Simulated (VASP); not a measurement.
BeCo (space group Pm-3m): computed properties

Level of theory: r2SCAN+rVV10, VASP's PBE PAW potentials (set 64) (plane waves; VASP).

```json
{
  "space_group": "Pm-3m (221)",
  "cell": "a = 2.5671 Å, b = 2.5671 Å, c = 2.5671 Å, α = 90.00°, β = 90.00°, γ = 90.00°",
  "volume_per_atom": "8.46 Å³/atom",
  "band gap (over mesh and band path)": "none (metal, semimetal or under 0.01 eV)",
  "cell_moment": "0.48 μB",
  "density": "6.67 g/cm³"
}
```

```yaml
crystal:
  lattice:
    - [2.56710, 0.00000, 0.00000]
    - [0.00000, 2.56710, 0.00000]
    - [0.00000, 0.00000, 2.56710]
  atoms:
    - { symbol: Be, position: [0.00000, 0.00000, 0.00000] }
    - { symbol: Co, position: [0.50000, 0.50000, 0.50000], spin: 0.5 }
```

The structure comes from a measured BeCo entry (Pm-3m) of the Crystallography Open Database, whose conditions weren't checked. It was relaxed first. Symmetry was kept, so distortions that lower it aren't found.
